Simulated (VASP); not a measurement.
Output of a VASP run:

### OSZICAR
```
       N       E                     dE             d eps       ncg     rms          rms(c)
DAV:   1     0.889228526384E+02    0.88923E+02   -0.67286E+03  2917   0.108E+03
DAV:   2    -0.216728085200E+01   -0.91090E+02   -0.88580E+02  3062   0.263E+02
DAV:   3    -0.776607165461E+01   -0.55988E+01   -0.55520E+01  3757   0.719E+01
DAV:   4    -0.787670567795E+01   -0.11063E+00   -0.11059E+00  3238   0.118E+01
DAV:   5    -0.788083766603E+01   -0.41320E-02   -0.41319E-02  4049   0.194E+00    0.498E+00
DAV:   6    -0.761546851791E+01    0.26537E+00   -0.45064E-01  4350   0.125E+01    0.275E+00
DAV:   7    -0.758741388857E+01    0.28055E-01   -0.15505E-01  4165   0.384E+00    0.720E-01
DAV:   8    -0.758814630354E+01   -0.73241E-03   -0.14984E-02  3467   0.178E+00    0.265E-01
DAV:   9    -0.758878997651E+01   -0.64367E-03   -0.13287E-03  3511   0.424E-01    0.148E-01
DAV:  10    -0.758893071249E+01   -0.14074E-03   -0.23040E-04  3818   0.235E-01    0.949E-02
DAV:  11    -0.758896458833E+01   -0.33876E-04   -0.16437E-04  3112   0.177E-01    0.914E-02
DAV:  12    -0.758896761924E+01   -0.30309E-05   -0.18314E-05  3148   0.430E-02    0.144E-02
DAV:  13    -0.758896784095E+01   -0.22170E-06   -0.30121E-06  3512   0.118E-02
   1 F= -.75889678E+01 E0= -.75886934E+01  d E =-.548944E-03
```

File OUTCAR:
```
------------------------ aborting loop because EDIFF is reached ----------------------------------------
  FORCE on cell =-STRESS in cart. coord.  units (eV):
  Direction    XX          YY          ZZ          XY          YZ          ZX
  --------------------------------------------------------------------------------------
  Total        2.0407036      2.0456281      2.0235456      0.4576782      0.2169867      0.0131250
  in kB       61.0046341     61.1518485     60.4917133     13.6817971      6.4865847      0.3923589
  external PRESSURE =      60.8827320 kB  Pullay stress =       0.0000000 kB
  volume of cell :       53.60
      direct lattice vectors                 reciprocal lattice vectors
     0.000000000  2.992489000  2.992489000    -0.167084992  0.167084992  0.167084992
     2.992489000  0.000000000  2.992489000     0.167084992 -0.167084992  0.167084992
     2.992489000  2.992489000  0.000000000     0.167084992  0.167084992 -0.167084992
  FREE ENERGIE OF THE ION-ELECTRON SYSTEM (eV)
  ---------------------------------------------------
  free  energy   TOTEN  =        -7.5889678409 eV

  energy  without entropy=       -7.5884188965  energy(sigma->0) =       -7.58869337
```
(Selected blocks of OUTCAR.)

### POSCAR
```
InAs
1
    0.0000000000     2.9924890000     2.9924890000
    2.9924890000     0.0000000000     2.9924890000
    2.9924890000     2.9924890000     0.0000000000
In As
1 1
Direct
  0.7518790000   0.7555030000   0.7479990000
 -0.0018790000  -0.0055030000   0.0020010000
```

Reconstruct the remaining input files.

One answer among several that fit: the input of the run itself, PBE GGA, plane waves, VASP's PBE PAW potentials (set 64).

**KPOINTS**
```
Automatic mesh
0
Gamma
6 6 6
```

### INCAR
```
# general
SYSTEM  = InAs
PREC    = Accurate
ENCUT   = 300
LREAL   = .False.   # projection in real space or not
LASPH   = .True.

# electronic loop
EDIFF   = 1E-6
NELM    = 100   # most electronic steps
ALGO    = Normal
LMAXMIX = 4   # l cut-off of mixed one-centre charges

# smearing
ISMEAR  = 0   # Gaussian
SIGMA   = 0.1   # width (eV)

# functional
GGA     = PE   # PBE

# ions
ISIF    = 2

# output
LWAVE   = .False.
LCHARG  = .False.
```

POTCAR, in this order: In_d As (PBE.64 set). Program: vasp_std.

At this cut-off the stress carries a Pulay error, which pulls relaxed volumes low.

The structure comes from a computed database's InAs entry; how it stands against other phases isn't given here. The cell was not relaxed at this level, atoms are displaced from their ideal sites.
